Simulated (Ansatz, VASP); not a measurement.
# GeMo: VASP beside Ansatz

```xyz
2
Lattice="0.0000 2.5572 2.5572 2.5572 0.0000 2.5572 2.5572 2.5572 0.0000" Properties=species:S:1:pos:R:3 pbc="T T T"
Mo    0.0000    0.0000    0.0000
Ge    2.5572    2.5572    2.5572
```

Alike in both runs: functional r2SCAN; k mesh 14 × 14 × 14; occupations fermi-dirac, width 0.08 eV; no spin polarisation.

Ansatz relaxed the structure, and its values are those at the end. VASP's run is a single point on that final structure, the one shown.

|  | VASP | Ansatz |
| --- | --- | --- |
| version | VASP 6.6.1 | Ansatz 0.2.0 |
| potentials or method | VASP PAW PBE potentials, release 64 (Mo_sv, Ge_d) | PAW with Ansatz's default frozen-core files, scalar-relativistic |
| plane-wave cutoff (eV) | 520 | 500 |
| valence electrons in the cell | 28 | 28 |

```csv
,VASP,Ansatz,Ansatz less VASP
pressure (GPa),0.2,0.0,-0.26
```

With one functional, cell and mesh, what is left measures potentials, basis and numerics.

Caveats: the PAW data sets were made with another functional, which shifts forces and pressure a little (VASP).
